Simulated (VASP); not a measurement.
```xyz
3
Lattice="0.0000 2.8600 2.8600 2.8600 0.0000 2.8600 2.8600 2.8600 0.0000" Properties=species:S:1:pos:R:3 pbc="T T T"
Li     1.4300     1.4300     1.4300
Li     4.2900     4.2900     4.2900
S      0.0000     0.0000     0.0000
```

The base run (VASP): PBE GGA, plane waves, VASP's PBE PAW potentials (set 64). Run with 520 eV cut-off, 7×7×7 Γ-centred mesh, Gaussian smearing of 0.050 eV, potentials Li_sv S.

The base run took about 9 core-seconds. The timings are rough (shared machines, no repeats); factors under 2 mean little.

Pressures at a finite cut-off, here 520 eV, hold a Pulay part, which wasn't tested here.

| setting | cost over the base run | electronic steps | pressure (GPa) |
|---|---|---|---|
| IVDW = 11 | within a factor of 2 | 13 | -2.68 |
| GGA = PS | within a factor of 2 | 13 | -1.37 |
| IVDW = 12 | within a factor of 2 | 13 | -3.27 |
| GGA = RP | within a factor of 2 | 14 | 1.11 |
| IVDW = 13 | within a factor of 2 | 13 | -1.71 |
| base run | reference | 13 | -0.39 |
| AGGAC = 0.0, GGA = BO, LUSE_VDW = .TRUE., PARAM1 = 0.1833333333, PARAM2 = 0.22 | [?] | 13 | [?] |

Question: What belongs in the gaps?

Answer: 
- AGGAC = 0.0, GGA = BO, LUSE_VDW = .TRUE., PARAM1 = 0.1833333333, PARAM2 = 0.22, cost over the base run: about 3 times
- AGGAC = 0.0, GGA = BO, LUSE_VDW = .TRUE., PARAM1 = 0.1833333333, PARAM2 = 0.22, pressure (GPa): -0.69

Left out are runs that failed, have no time on record or changed the cell.

The compound is Li2S in the antifluorite structure. The cell was not relaxed at this level.
